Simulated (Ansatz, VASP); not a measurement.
# SrCl2: VASP beside Ansatz, part 2 of 2

One calculation is typed for both programs; each brings its own data sets and cutoff. How far apart do they land?

VASP 6.6.1 and Ansatz 0.2.0.

So far. Step 2 (VASP: single point, PBE): The run ends at a pressure of 1.06 GPa. Step 3 (Ansatz: single point, PBE): The run ends at a pressure of 0.99 GPa.

### 8. Ansatz: single point, LDA

Level of this step: Ansatz beside VASP: Kohn-Sham DFT, plane waves, LDA (Ansatz).

With cell and atoms fixed, the geometry can't cause a difference; cores, projectors, grids and the points listed under the comparison can.

Contents of input.yaml:

```yaml
crystal:
  lattice:
    - [0.0, 3.48835, 3.48835]
    - [3.48835, 0.0, 3.48835]
    - [3.48835, 3.48835, 0.0]
  atoms:
    - { symbol: Sr, position: [0.0, 0.0, 0.0] }
    - { symbol: Cl, position: [0.75, 0.75, 0.75] }
    - { symbol: Cl, position: [0.25, 0.25, 0.25] }
hamiltonian:
  xc: lda
  pseudopotentials: { kind: paw }
kpoints:
  mp_grid: { grid: [8, 8, 8] }
scf:
  occupations: { method: gaussian, width: 0.05 }
  n_extra_bands: 4
output:
  forces: true
  stress: true
  eigenvalues: true
  write_density: true
  write_potential: true
  elf: true
  volumetric_format: npy
```

Command:

```
$ ansatz run input.yaml --threads 2 --pin off --max-ram 4608MiB --backend cpu --events-out ev --progress --plain --runs-dir out
```

Numbers of over 12 decimals in the logs are rounded to 6 here.

The program printed:

```text
[...]
Crystal: 3 atoms, lattice volume = 84.897 Å³
Basis set: ecut = 420 eV, 1639 PW (Γ)
Bands: 16, of which v1, the nominal top of the filled ones, is band 12 counted from 1 (11 counted from 0)
Symmetry: 48 space group operations
[...]
k-points: 29 of 512
[...]
P = ⅓ Tr σ = -2.8470 GPa (-28.470 kbar)
--- Band table (eV; the first three rows and the last of 29) ---
  k-point 0: bands = [... 8 lower, 0.6714, 2.5093, 2.5093, 2.5093, 7.7345, 8.6867, 8.6867, 11.4883]
  k-point 1: bands = [... 8 lower, 0.7828, 2.3070, 2.4185, 2.4185, 8.1014, 8.8146, 8.8146, 10.8114]
  k-point 2: bands = [... 8 lower, 1.0450, 1.8841, 2.1925, 2.1925, 8.8918, 9.0826, 9.0826, 10.3420]
  k-point 28: bands = [... 8 lower, 1.6084, 1.6084, 2.5312, 2.7500, 8.7674, 9.5894, 9.8534, 9.8534]
[key lines of the parts left out:]
SCF converged after 6 iterations
Free energy (F): -5540.034586 eV
Fermi energy:    5.294837 eV
```

Run time: 1.6 s. Hardware: 2 threads of Arm Neoverse V2, shared host; peak memory 0.33 GiB; 2.9 s of CPU time.

The run ends at a pressure of -2.85 GPa.

### 9. VASP: single point, LDA

The same cell, functional (in two slightly different forms), mesh and smearing now go to VASP, with its own data sets and cutoff.

Contents of INCAR:

```
SYSTEM = SrCl2
PREC = Accurate
ENCUT = 400
EDIFF = 1E-07
NELM = 100
ISMEAR = 0
SIGMA = 0.05
LREAL = .FALSE.
ALGO = Normal
GGA = CA
NBANDS = 52
LWAVE = .FALSE.
LCHARG = .FALSE.
KPAR = 4
LOPTICS = .TRUE.
NEDOS = 2000
CSHIFT = 0.15
```

Contents of POSCAR:

```
SrCl2
1.0
    0.0000000000      3.4883500000      3.4883500000
    3.4883500000      0.0000000000      3.4883500000
    3.4883500000      3.4883500000      0.0000000000
Sr Cl
1 2
Direct
    0.0000000000      0.0000000000      0.0000000000
    0.7500000000      0.7500000000      0.7500000000
    0.2500000000      0.2500000000      0.2500000000
```

Contents of KPOINTS:

```
Automatic mesh
0
Gamma
8 8 8
0 0 0
```

PAW data sets: Sr_sv and Cl (PBE family, release 64).

Command:

```
$ mpirun -np 4 vasp_std
```

The program printed:

```text
[banner, memory and clock lines left out]
running    4 mpi-ranks, on    1 nodes
[...]
|                                                                             |
|               ----> ADVICE to this user running VASP <----                  |
|                                                                             |
|     You enforced a specific xc type in the INCAR file but a different       |
|     [... a line on the potential file left out ...]
|     I HOPE YOU KNOW WHAT YOU ARE DOING!                                     |
|                                                                             |

 LDA part: xc-table for (Slater(with rela. corr.)+CA(PZ))
 , standard interpolation
 POSCAR, INCAR and KPOINTS ok, starting setup
[...]
entering main loop
       N       E                     dE             d eps       ncg     rms          rms(c)
DAV:   1     0.109487156895E+03    0.10949E+03   -0.79954E+03  3016   0.337E+02
DAV:   2    -0.929543337898E+01   -0.11878E+03   -0.11296E+03  3712   0.109E+02
DAV:   3    -0.142981403467E+02   -0.50027E+01   -0.49407E+01  3828   0.193E+01
DAV:   4    -0.144024669203E+02   -0.10433E+00   -0.10420E+00  3928   0.236E+00
[...]
DAV:  12    -0.141243305370E+02   -0.13609E-05   -0.15038E-06  4052   0.351E-03    0.881E-03
DAV:  13    -0.141243311933E+02   -0.65626E-06   -0.17613E-07  3436   0.104E-03    0.221E-03
DAV:  14    -0.141243312153E+02   -0.22034E-07   -0.42260E-08  3540   0.628E-04
   1 F= -.14124331E+02 E0= -.14124331E+02  d E =-.458818E-13
 optical routines
 imaginary and real dielectric function
 recalculating local potential from charge density
 direction            1
 direction            2
 direction            3
```

OUTCAR, selected parts (step 9):

```text
  Total       -1.4213574     -1.4213574     -1.4213574      0.0000000      0.0000000     -0.0000000
  in kB      -26.8240104    -26.8240104    -26.8240104      0.0000000      0.0000000     -0.0000000
  external PRESSURE =     -26.8240104 kB  Pullay stress =       0.0000000 kB

 POSITION                                       TOTAL-FORCE (eV/Angst)
 -----------------------------------------------------------------------------------
      0.00000      0.00000      0.00000        -0.000000     -0.000000     -0.000000
      5.23252      5.23252      5.23252         0.000000      0.000000      0.000000
      1.74418      1.74418      1.74418        -0.000000     -0.000000     -0.000000
 -----------------------------------------------------------------------------------
    total drift:                                0.000000     -0.000000      0.000000

  FREE ENERGIE OF THE ION-ELECTRON SYSTEM (eV)
  ---------------------------------------------------
  free  energy   TOTEN  =       -14.1243312153 eV

  energy  without entropy=      -14.1243312153  energy(sigma->0) =      -14.12433122

[... 1 part as in an earlier step ...]

[... 2 further parts left out ...]
[key lines of the parts left out:]
E-fermi :   0.1566
```

The PAW data sets were made with PBE, though LDA sets exist; this is a small mismatch.

### 10. Side by side

What differs besides the data sets and the points named for the pairs above, as far as they apply: the two LDA forms differ slightly; Ansatz makes its cores anew for this functional, VASP keeps those of its PBE data sets; VASP's log shows a relativistic correction to its local exchange, Ansatz's none. Total energies have different zeros and are not compared.

The two programs side by side:

```csv
quantity,Ansatz,VASP,difference
pressure (GPa),-2.85,-2.68,-0.16
gap on the k mesh (eV),4.880,4.878,+0.002
```

A gap on the mesh is an upper bound, since the band edges may lie between its points.

### 11. Outcome

| Quantity | Value |
| --- | --- |
| difference in gap on the k mesh (single point, PBE) | 0.0086 eV |
| difference in ε∞ xx (dielectric response, PBE) | -0.18 % |
| difference in gap on the k mesh (single point, LDA) | 0.0021 eV |

The difference in gap on the k mesh is 0.0086 eV (single point, PBE), within the 0.08 eV picked in this series as the mark of a large difference. How closely two codes agree says nothing of how well the functional describes the real material.

[Lines on the potential files, build, host, timing and source positions are cut from VASP's logs without a mark.]

[Logs are printed without paths, hosts, clocks, repeated set-up lines and the standing remarks that a program may print on its own settings, such as how far it seeks lower states.]

[Hosts, paths, dates, database ids (printed as entryN), source tags and the programs' standing remarks are cut or masked in the printed files.]

[VASP's PBE data sets in a run with another functional are called a small mismatch above; for pressures it isn't always small: they can move by 1 GPa and more.]
